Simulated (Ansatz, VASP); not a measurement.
# BaTiH3: VASP beside Ansatz

```
Ba Ti H
1.0
     4.00919    0.00000    0.00000
     0.00000    4.00919    0.00000
     0.00000    0.00000    4.00919
Ba Ti H
1 1 3
Direct
  0.50000 0.50000 0.50000
  0.00000 0.00000 0.00000
  0.50000 0.00000 0.00000
  0.00000 0.50000 0.00000
  0.00000 0.00000 0.50000
```

Alike in both runs: functional PBEsol; k mesh 10 × 10 × 10; occupations gaussian, width 0.1 eV; no spin polarisation.

Ansatz relaxed the structure, and its values are those at the end. VASP's run is a single point on that final structure, the one shown.

|  | VASP | Ansatz |
| --- | --- | --- |
| version | VASP 6.6.1 | Ansatz 0.2.0 |
| potentials or method | VASP PAW PBE potentials, release 64 (Ba_sv, Ti_sv, H) | scalar-relativistic, plane waves, PAW |
| plane-wave cutoff (eV) | 520 | 420 |
| valence electrons in the cell | 25 | 25 |

```tsv
	VASP	Ansatz	Ansatz less VASP
gap on the k mesh at the Fermi level (eV)	none	none	-
pressure (GPa)	0.7	0.0	-0.72
```

A gap of «none» marks a metal or a gap that the smearing closes. With one functional, cell and mesh, what is left measures potentials, basis and numerics.

Caveats: the PAW data sets were made with another functional, which shifts forces and pressure a little (VASP). Spin-orbit coupling is left out, which matters for the levels of Ba.
